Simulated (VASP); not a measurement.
VASP ran on this input.

**INCAR**
```
SYSTEM = RbCl
PREC = Accurate; ENCUT = 520; LREAL = F
LASPH = T
EDIFF = 1E-7; NELM = 100; ALGO = Normal
LMAXMIX = 4
ISMEAR = -5
GGA = RE
ISIF = 2
LWAVE = F; LCHARG = T; LORBIT = 11
NEDOS = 601
```

File POSCAR:
```
RbCl
1
    0.0000000000     3.4370120665     3.4370120665
    3.4370120665     0.0000000000     3.4370120665
    3.4370120665     3.4370120665     0.0000000000
Rb Cl
1 1
Direct
  0.0000000000   0.0000000000   0.0000000000
  0.5000000000   0.5000000000   0.5000000000
```

**KPOINTS**
```
Automatic mesh
0
Gamma
8 8 8
0 0 0
```

POTCAR, in this order: Rb_sv Cl (PBE.64 set). Program: vasp_std.

Q: Write an equivalent input for Ansatz.

A: One equivalent input (not run):
Ansatz 0.2 input:
```yaml
crystal:
  lattice:
    - [0.0000000, 3.4370121, 3.4370121]
    - [3.4370121, 0.0000000, 3.4370121]
    - [3.4370121, 3.4370121, 0.0000000]
  atoms:
    - { symbol: Rb, position: [0.0000000, 0.0000000, 0.0000000] }
    - { symbol: Cl, position: [0.5000000, 0.5000000, 0.5000000] }
kpoints:
  mp_grid: { grid: [8, 8, 8] }
hamiltonian:
  xc: revpbe
  pseudopotentials: { kind: paw }
scf:
  occupations: { method: tetrahedron }
  max_iter: 100
output: { forces: true, stress: true, eigenvalues: true }
```
The two are equivalent in intent, not identical: each code has its own PAW files, so the cut-off isn't converted (ENCUT is set for VASP's; basis.ecutwfc is left out, and Ansatz then takes the one that its files recommend); Ansatz stops its SCF on the density residual and VASP on the energy change (EDIFF).

The compound is RbCl in the rock salt structure. It was relaxed first, which changed the volume by +14 %.
